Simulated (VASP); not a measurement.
# Converging a slab model of Li(110), part 2 of 4

How far does the level below the vacuum of Li(110) depend on the numerical settings, and how far on the functional?

VASP 6.6.1, plane waves and PAW; the level of theory is named at each step.

So far, highest filled level below the vacuum (eV): step 2 (the base run) 3.27; step 3 (another mesh, mesh points along a 3, k-mesh 3×3×1) 3.20.

### 4. Another mesh, mesh points along a 6, k-mesh 6×6×1

Level of this step: PBEsol; plane waves and PAW (Li) (VASP).

The input, INCAR:

```
SYSTEM = Li
PREC = Normal
ENCUT = 350
EDIFF = 1E-06
NELM = 120
ISMEAR = 1
SIGMA = 0.1
LREAL = .FALSE.
ALGO = Normal
GGA = PS
NBANDS = 10
LORBIT = 11
LWAVE = .FALSE.
LCHARG = .FALSE.
KPAR = 4
IDIPOL = 3
LDIPOL = .TRUE.
DIPOL = 0.5 0.5 0.5
LVHAR = .TRUE.
LVACPOTAV = .TRUE.
```

The input, POSCAR:

```
Li
1.0
    2.4678026663     -1.7450000000      0.0000000000
    2.4678026663      1.7450000000      0.0000000000
    0.0000000000      0.0000000000     32.8068159980
Li
7
Direct
    0.0000000000      0.0000000000      0.2743332361
    0.5000000000      0.5000000000      0.3495554908
    0.0000000000      0.0000000000      0.4247777454
    0.5000000000      0.5000000000      0.5000000000
    0.0000000000      0.0000000000      0.5752222546
    0.5000000000      0.5000000000      0.6504445092
    0.0000000000      0.0000000000      0.7256667639
```

The input, KPOINTS:

```
Automatic mesh
0
Gamma
6 6 1
0 0 0
```

The projector-augmented-wave data sets are Li (PBE family, release 64).

Started as:

```bash
$ mpirun -np 4 vasp_std
```

What it wrote:

```text
[banner, memory and clock lines left out]
running    4 mpi-ranks, on    1 nodes
[...]
[... a notice as in an earlier step ...]

 LDA part: xc-table for (Slater+PW92), standard interpolation
 POSCAR, INCAR and KPOINTS ok, starting setup
[...]
entering main loop
       N       E                     dE             d eps       ncg     rms          rms(c)
DAV:   1    -0.455034196039E+01   -0.45503E+01   -0.15361E+03   260   0.293E+02
DAV:   2    -0.135944348650E+02   -0.90441E+01   -0.87656E+01   394   0.379E+01
DAV:   3    -0.139594788148E+02   -0.36504E+00   -0.35560E+00   338   0.814E+00
DAV:   4    -0.139714647193E+02   -0.11986E-01   -0.11981E-01   396   0.179E+00
[...]
DAV:  22    -0.130716542030E+02   -0.16526E-05   -0.85187E-08   250   0.845E-04    0.154E-04
DAV:  23    -0.130716554379E+02   -0.12349E-05   -0.13724E-07   258   0.630E-04    0.329E-05
DAV:  24    -0.130716555017E+02   -0.63883E-07   -0.49900E-09   178   0.227E-04
 [... a notice as in an earlier step ...]

   1 F= -.13071656E+02 E0= -.13072106E+02  d E =0.135169E-02
```

Wall time 4 s (4 MPI ranks of Intel Xeon 6975P-C (Granite Rapids), shared host); peak memory 0.64 GiB; 14 s of CPU time.

From OUTCAR (step 4):

```text
  Total       -0.0593421     -0.9639067     -0.3394694     -0.0000000      0.0000000      0.0000000
  in kB       -0.3364910     -5.4656980     -1.9249140     -0.0000000      0.0000000      0.0000000
  external PRESSURE =      -2.5757010 kB  Pullay stress =       0.0000000 kB

 POSITION                                       TOTAL-FORCE (eV/Angst)
 -----------------------------------------------------------------------------------
      0.00000      0.00000      9.00000        -0.000000      0.000000      0.040714
      2.46780      0.00000     11.46780         0.000000      0.000000     -0.009201
      0.00000      0.00000     13.93561         0.000000      0.000000     -0.035407
      2.46780      0.00000     16.40341         0.000000      0.000000      0.000000
      0.00000      0.00000     18.87121         0.000000      0.000000      0.035407
      2.46780      0.00000     21.33901         0.000000      0.000000      0.009201
      0.00000      0.00000     23.80682        -0.000000      0.000000     -0.040714
 -----------------------------------------------------------------------------------
    total drift:                               -0.000000     -0.000000     -0.000000

  FREE ENERGIE OF THE ION-ELECTRON SYSTEM (eV)
  ---------------------------------------------------
  free  energy   TOTEN  =       -13.0716555017 eV

  energy  without entropy=      -13.0730071920  energy(sigma->0) =      -13.07210607

[... 1 part as in an earlier step ...]

[... 2 further parts left out ...]
[key lines of the parts left out:]
E-fermi :  -1.3516
```

Against the base run its depth below the vacuum changes by +0.10 eV and the energy by +12.9 meV an atom.

### 5. Another mesh, mesh points along a 12, k-mesh 12×12×1

INCAR is that of step 4.

POSCAR is that of step 4.

The input, KPOINTS:

```
Automatic mesh
0
Gamma
12 12 1
0 0 0
```

Started as:

```bash
$ mpirun -np 4 vasp_std
```

What it wrote:

```text
[... set-up lines as in an earlier step ...]
 entering main loop
       N       E                     dE             d eps       ncg     rms          rms(c)
DAV:   1    -0.554027181436E+01   -0.55403E+01   -0.15285E+03   860   0.296E+02
DAV:   2    -0.136661879715E+02   -0.81259E+01   -0.77789E+01  1236   0.376E+01
DAV:   3    -0.140258959549E+02   -0.35971E+00   -0.35193E+00  1130   0.797E+00
DAV:   4    -0.140379678113E+02   -0.12072E-01   -0.12053E-01  1280   0.175E+00
[...]
DAV:  20    -0.131356206389E+02   -0.18002E-05   -0.12690E-06   922   0.321E-03    0.617E-04
DAV:  21    -0.131356301972E+02   -0.95583E-05   -0.18975E-06  1092   0.239E-03    0.519E-04
DAV:  22    -0.131356306861E+02   -0.48883E-06   -0.23071E-07   640   0.105E-03
 [... a notice as in an earlier step ...]

   1 F= -.13135631E+02 E0= -.13135386E+02  d E =-.732913E-03
```

The job ended after 7.4 s (4 MPI ranks; peak memory 0.77 GiB; 28 s of CPU time).

OUTCAR, selected parts (step 5):

```text
  Total        0.0202996     -0.6236762     -0.9081739     -0.0000000      0.0000000      0.0000000
  in kB        0.1151060     -3.5364688     -5.1496732     -0.0000000      0.0000000      0.0000000
  external PRESSURE =      -2.8570120 kB  Pullay stress =       0.0000000 kB

 POSITION                                       TOTAL-FORCE (eV/Angst)
 -----------------------------------------------------------------------------------
      0.00000      0.00000      9.00000        -0.000000      0.000000      0.103904
      2.46780      0.00000     11.46780         0.000000      0.000000     -0.056139
      0.00000      0.00000     13.93561         0.000000      0.000000     -0.016132
      2.46780      0.00000     16.40341         0.000000      0.000000      0.000000
      0.00000      0.00000     18.87121         0.000000      0.000000      0.016132
      2.46780      0.00000     21.33901         0.000000      0.000000      0.056139
      0.00000      0.00000     23.80682        -0.000000      0.000000     -0.103904
 -----------------------------------------------------------------------------------
    total drift:                               -0.000000      0.000000     -0.000000

  FREE ENERGIE OF THE ION-ELECTRON SYSTEM (eV)
  ---------------------------------------------------
  free  energy   TOTEN  =       -13.1356306861 eV

  energy  without entropy=      -13.1348977727  energy(sigma->0) =      -13.13538638

[... 1 part as in an earlier step ...]

[... 2 further parts left out ...]
[key lines of the parts left out:]
E-fermi :  -1.2790
```

Against the base run its depth below the vacuum changes by -0.05 eV and the energy by +3.8 meV an atom.

### 6. The series together

Times are for 4 MPI ranks of Intel Xeon 6975P-C (Granite Rapids), shared host. The runs compared:

| no. | mesh points along a | highest filled level below the vacuum (eV) | energy at zero smearing (eV) | time | memory (GiB) |
| --- | --- | --- | --- | --- | --- |
| 1 | 3 | 3.202 | -13.64 | 1.6 s | 0.42 |
| 2 | 6 | 3.377 | -13.07 | 4 s | 0.64 |
| 3 | 12 | 3.225 | -13.14 | 7.4 s | 0.77 |

### 7. Another vacuum, vacuum width 5

Too little vacuum lets the faces of neighbouring images overlap, and too much only costs plane waves.

INCAR is that of step 5.

The input, POSCAR:

```
Li
1.0
    2.4678026663     -1.7450000000      0.0000000000
    2.4678026663      1.7450000000      0.0000000000
    0.0000000000      0.0000000000     19.8068159980
Li
7
Direct
    0.0000000000      0.0000000000      0.1262191763
    0.5000000000      0.5000000000      0.2508127842
    0.0000000000      0.0000000000      0.3754063921
    0.5000000000      0.5000000000      0.5000000000
    0.0000000000      0.0000000000      0.6245936079
    0.5000000000      0.5000000000      0.7491872158
    0.0000000000      0.0000000000      0.8737808237
```

The input, KPOINTS:

```
Automatic mesh
0
Gamma
9 9 1
0 0 0
```

Started as:

```bash
$ mpirun -np 4 vasp_std
```

What it wrote:

```text
[... set-up lines as in an earlier step ...]
 entering main loop
       N       E                     dE             d eps       ncg     rms          rms(c)
DAV:   1    -0.784235183970E+01   -0.78424E+01   -0.14087E+03   500   0.309E+02
DAV:   2    -0.137375401140E+02   -0.58952E+01   -0.56571E+01   664   0.339E+01
DAV:   3    -0.139510786612E+02   -0.21354E+00   -0.21214E+00   688   0.637E+00
DAV:   4    -0.139530942348E+02   -0.20156E-02   -0.20146E-02   708   0.698E-01
DAV:   5    -0.139531141167E+02   -0.19882E-04   -0.19881E-04   692   0.618E-02    0.137E+00
DAV:   6    -0.141614654494E+02   -0.20835E+00   -0.18021E+01   642   0.616E+00    0.197E+00
DAV:   7    -0.133152566578E+02    0.84621E+00   -0.94725E+00   652   0.451E+00    0.531E-01
DAV:   8    -0.132564236057E+02    0.58833E-01   -0.52194E-01   630   0.121E+00    0.218E-01
DAV:   9    -0.132532160438E+02    0.32076E-02   -0.65378E-02   650   0.598E-01    0.976E-02
DAV:  10    -0.132521541023E+02    0.10619E-02   -0.27511E-02   638   0.320E-01    0.521E-02
DAV:  11    -0.132517758579E+02    0.37824E-03   -0.81013E-03   722   0.183E-01    0.228E-02
DAV:  12    -0.132517324545E+02    0.43403E-04   -0.94810E-04   656   0.805E-02    0.664E-03
DAV:  13    -0.132517265956E+02    0.58589E-05   -0.79600E-05   700   0.319E-02    0.258E-03
DAV:  14    -0.132517267740E+02   -0.17840E-06   -0.51703E-06   620   0.970E-03
 -----------------------------------------------------------------------------
|                                                                             |
|           W    W    AA    RRRRR   N    N  II  N    N   GGGG   !!!           |
|           W    W   A  A   R    R  NN   N  II  NN   N  G    G  !!!           |
|           W    W  A    A  R    R  N N  N  II  N N  N  G       !!!           |
|           W WW W  AAAAAA  RRRRR   N  N N  II  N  N N  G  GGG   !            |
|           WW  WW  A    A  R   R   N   NN  II  N   NN  G    G                |
|           W    W  A    A  R    R  N    N  II  N    N   GGGG   !!!           |
|                                                                             |
|     The minimum charge density times volume of the cell along the axis      |
|     of the dipole correction is larger 1E-1, which could mean that your     |
|     workfunction is not accurate as there is no field free region in        |
|     your cell. Please consider either increasing the size of your cell      |
|     along the dipole correction (vacuum dimension) or perhaps               |
|     increasing the precision of your calculation.                           |
|                                                                             |
 -----------------------------------------------------------------------------

 [... a notice as in an earlier step ...]

   1 F= -.13251727E+02 E0= -.13251759E+02  d E =0.952481E-04
 -----------------------------------------------------------------------------
|                                                                             |
|           W    W    AA    RRRRR   N    N  II  N    N   GGGG   !!!           |
|           W    W   A  A   R    R  NN   N  II  NN   N  G    G  !!!           |
|           W    W  A    A  R    R  N N  N  II  N N  N  G       !!!           |
|           W WW W  AAAAAA  RRRRR   N  N N  II  N  N N  G  GGG   !            |
|           WW  WW  A    A  R   R   N   NN  II  N   NN  G    G                |
|           W    W  A    A  R    R  N    N  II  N    N   GGGG   !!!           |
|                                                                             |
|     The minimum charge density times volume of the cell along the axis      |
|     of the dipole correction is larger 1E-1, which could mean that your     |
|     workfunction is not accurate as there is no field free region in        |
|     your cell. Please consider either increasing the size of your cell      |
|     along the dipole correction (vacuum dimension) or perhaps               |
|     increasing the precision of your calculation.                           |
|                                                                             |
 -----------------------------------------------------------------------------

 [... a notice as in an earlier step ...]
```

The job ended after 2.6 s (4 MPI ranks; peak memory 0.57 GiB).

Parts of OUTCAR (step 7):

```text
   ENCUT  =  350.0 eV  25.72 Ry    5.07 a.u.   4.61  4.61 30.21*2*pi/ulx,y,z

   NELECT =       7.0000    total number of electrons

 E-fermi :  -0.0543

 k-point     1 :       0.0000    0.0000    0.0000
  band No.  band energies     occupation
    ...
      3      -2.9620      2.00000
      4      -2.3126      2.00000
      5      -1.8106      2.00000
      6      -0.6474      2.00000
      7      -0.5270      2.00000
      8       0.8728     -0.00000
      9       3.2550      0.00000
     10       5.2471      0.00000

  Total       -0.3207900     -0.6236542     -1.1100410     -0.0000000      0.0000000      0.0000000
  in kB       -3.0128735     -5.8573869    -10.4255528     -0.0000000      0.0000000      0.0000000
  external PRESSURE =      -6.4319377 kB  Pullay stress =       0.0000000 kB

 POSITION                                       TOTAL-FORCE (eV/Angst)
 -----------------------------------------------------------------------------------
      0.00000      0.00000      2.50000        -0.000000     -0.000000     -0.031400
      2.46780      0.00000      4.96780        -0.000000     -0.000000     -0.051554
      0.00000      0.00000      7.43561         0.000000     -0.000000     -0.005542
      2.46780      0.00000      9.90341         0.000000      0.000000      0.000000
      0.00000      0.00000     12.37121         0.000000     -0.000000      0.005542
      2.46780      0.00000     14.83901         0.000000     -0.000000      0.051554
      0.00000      0.00000     17.30682        -0.000000     -0.000000      0.031400
 -----------------------------------------------------------------------------------
    total drift:                               -0.000000      0.000000     -0.000000

  FREE ENERGIE OF THE ION-ELECTRON SYSTEM (eV)
  ---------------------------------------------------
  free  energy   TOTEN  =       -13.2517267740 eV

  energy  without entropy=      -13.2518220221  energy(sigma->0) =      -13.25175852

[... 4 parts as in an earlier step ...]

[... 13 further parts left out ...]
```

Numbers from this step:

```yaml
electronic_cycles: 14
free_energy_toten: -13.25 eV
fermi_energy: -0.0543 eV
```

Force by atom:

| atom | x (eV/Å) | y (eV/Å) | z (eV/Å) | size |
| --- | --- | --- | --- | --- |
| Li1 | 0.0000 | 0.0000 | -0.0314 | 0.0314 |
| Li2 | 0.0000 | 0.0000 | -0.0516 | 0.0516 |
| Li3 | 0.0000 | 0.0000 | -0.0055 | 0.0055 |
| Li4 | 0.0000 | 0.0000 | 0.0000 | 0.0000 |
| Li5 | 0.0000 | 0.0000 | 0.0055 | 0.0055 |
| Li6 | 0.0000 | 0.0000 | 0.0516 | 0.0516 |
| Li7 | 0.0000 | 0.0000 | 0.0314 | 0.0314 |

The program found no flat vacuum in this gap and printed no vacuum level, so no level below the vacuum can be given.

### 8. Another vacuum, vacuum width 8

INCAR is that of step 7.

The input, POSCAR:

```
Li
1.0
    2.4678026663     -1.7450000000      0.0000000000
    2.4678026663      1.7450000000      0.0000000000
    0.0000000000      0.0000000000     22.8068159980
Li
7
Direct
    0.0000000000      0.0000000000      0.1753861653
    0.5000000000      0.5000000000      0.2835907768
    0.0000000000      0.0000000000      0.3917953884
    0.5000000000      0.5000000000      0.5000000000
    0.0000000000      0.0000000000      0.6082046116
    0.5000000000      0.5000000000      0.7164092232
    0.0000000000      0.0000000000      0.8246138347
```

KPOINTS is that of step 7.

Started as:

```bash
$ mpirun -np 4 vasp_std
```

What it wrote:

```text
[... set-up lines as in an earlier step ...]
 entering main loop
       N       E                     dE             d eps       ncg     rms          rms(c)
DAV:   1    -0.745269845897E+01   -0.74527E+01   -0.15078E+03   500   0.309E+02
DAV:   2    -0.137705074617E+02   -0.63178E+01   -0.60943E+01   732   0.331E+01
DAV:   3    -0.140182419503E+02   -0.24773E+00   -0.24419E+00   650   0.649E+00
DAV:   4    -0.140237670616E+02   -0.55251E-02   -0.55100E-02   754   0.113E+00
[...]
DAV:  16    -0.131596111835E+02   -0.89741E-05   -0.13100E-05   660   0.173E-02    0.177E-03
DAV:  17    -0.131596152595E+02   -0.40760E-05   -0.84489E-06   588   0.131E-02    0.501E-04
DAV:  18    -0.131596152375E+02    0.22051E-07   -0.16634E-07   464   0.170E-03
 [... a notice as in an earlier step ...]

   1 F= -.13159615E+02 E0= -.13158806E+02  d E =-.242701E-02
 [... a notice as in an earlier step ...]
```

It took 3.4 s on 4 MPI ranks; peak memory 0.61 GiB.

From OUTCAR (step 8):

```text
  Total       -0.4383563     -0.5550089     -0.5104900      0.0000000      0.0000000      0.0000000
  in kB       -3.5755048     -4.5269952     -4.1638715      0.0000000      0.0000000      0.0000000
  external PRESSURE =      -4.0887905 kB  Pullay stress =       0.0000000 kB

 POSITION                                       TOTAL-FORCE (eV/Angst)
 -----------------------------------------------------------------------------------
      0.00000      0.00000      4.00000         0.000000      0.000000      0.081483
      2.46780      0.00000      6.46780        -0.000000      0.000000     -0.055265
      0.00000      0.00000      8.93561         0.000000      0.000000     -0.022355
      2.46780      0.00000     11.40341         0.000000      0.000000      0.000000
      0.00000      0.00000     13.87121         0.000000      0.000000      0.022355
      2.46780      0.00000     16.33901        -0.000000      0.000000      0.055265
      0.00000      0.00000     18.80682         0.000000      0.000000     -0.081483
 -----------------------------------------------------------------------------------
    total drift:                               -0.000000     -0.000000      0.000000

  FREE ENERGIE OF THE ION-ELECTRON SYSTEM (eV)
  ---------------------------------------------------
  free  energy   TOTEN  =       -13.1596152375 eV

  energy  without entropy=      -13.1571882246  energy(sigma->0) =      -13.15880623

[... 1 part as in an earlier step ...]

[... 2 further parts left out ...]
[key lines of the parts left out:]
E-fermi :  -0.4356
```

The program found no flat vacuum in this gap and printed no vacuum level, so no level below the vacuum can be given.

### 9. Another vacuum, vacuum width 24

INCAR is that of step 8.

The input, POSCAR:

```
Li
1.0
    2.4678026663     -1.7450000000      0.0000000000
    2.4678026663      1.7450000000      0.0000000000
    0.0000000000      0.0000000000     38.8068159980
Li
7
Direct
    0.0000000000      0.0000000000      0.3092240291
    0.5000000000      0.5000000000      0.3728160194
    0.0000000000      0.0000000000      0.4364080097
    0.5000000000      0.5000000000      0.5000000000
    0.0000000000      0.0000000000      0.5635919903
    0.5000000000      0.5000000000      0.6271839806
    0.0000000000      0.0000000000      0.6907759709
```

KPOINTS is that of step 8.

Started as:

```bash
$ mpirun -np 4 vasp_std
```

What it wrote:

```text
[... set-up lines as in an earlier step ...]
 entering main loop
       N       E                     dE             d eps       ncg     rms          rms(c)
DAV:   1    -0.496919788666E+01   -0.49692E+01   -0.15364E+03   500   0.292E+02
DAV:   2    -0.136164322250E+02   -0.86472E+01   -0.81042E+01   734   0.377E+01
DAV:   3    -0.140123024691E+02   -0.39587E+00   -0.39132E+00   630   0.826E+00
DAV:   4    -0.140264918748E+02   -0.14189E-01   -0.14162E-01   744   0.191E+00
[...]
DAV:  21    -0.131625992589E+02   -0.11917E-05   -0.52216E-07   496   0.141E-03    0.779E-05
DAV:  22    -0.131626005785E+02   -0.13196E-05   -0.77506E-08   442   0.672E-04    0.576E-05
DAV:  23    -0.131626007031E+02   -0.12462E-06   -0.63141E-09   320   0.251E-04
   1 F= -.13162601E+02 E0= -.13162117E+02  d E =-.145212E-02
```

It took 6.6 s on 4 MPI ranks; peak memory 0.74 GiB.

Parts of OUTCAR (step 9):

```text
  Total       -0.4177770     -0.5229378     -0.5752618     -0.0000000      0.0000000      0.0000000
  in kB       -2.0026787     -2.5067831     -2.7576060     -0.0000000      0.0000000      0.0000000
  external PRESSURE =      -2.4223560 kB  Pullay stress =       0.0000000 kB

 POSITION                                       TOTAL-FORCE (eV/Angst)
 -----------------------------------------------------------------------------------
      0.00000      0.00000     12.00000        -0.000000      0.000000      0.082735
      2.46780      0.00000     14.46780        -0.000000      0.000000     -0.055432
      0.00000      0.00000     16.93561         0.000000      0.000000     -0.021546
      2.46780      0.00000     19.40341        -0.000000      0.000000      0.000000
      0.00000      0.00000     21.87121         0.000000      0.000000      0.021546
      2.46780      0.00000     24.33901         0.000000      0.000000      0.055432
      0.00000      0.00000     26.80682         0.000000      0.000000     -0.082735
 -----------------------------------------------------------------------------------
    total drift:                               -0.000000     -0.000000      0.000000

  FREE ENERGIE OF THE ION-ELECTRON SYSTEM (eV)
  ---------------------------------------------------
  free  energy   TOTEN  =       -13.1626007031 eV

  energy  without entropy=      -13.1611485808  energy(sigma->0) =      -13.16211666

[... 1 part as in an earlier step ...]

[... 2 further parts left out ...]
[key lines of the parts left out:]
E-fermi :  -1.6039
```

Against the base run its depth below the vacuum changes by +0.00 eV and the energy by -0.0 meV an atom.

(Continued in part 3 of 4.)

[Lines on the potential files, build, host, timing and source positions are cut from VASP's logs without a mark.]

[Logs are printed without paths, hosts, clocks, repeated set-up lines and the standing remarks that a program may print on its own settings, such as how far it seeks lower states.]

[Hosts, paths, dates, database ids (printed as entryN), source tags and the programs' standing remarks are cut or masked in the printed files.]

[In band tables of VASP the shares of atoms and orbitals are scaled to a sum of 1 inside the atoms' spheres.]

[Runs that stopped without an error message from VASP are left out.]
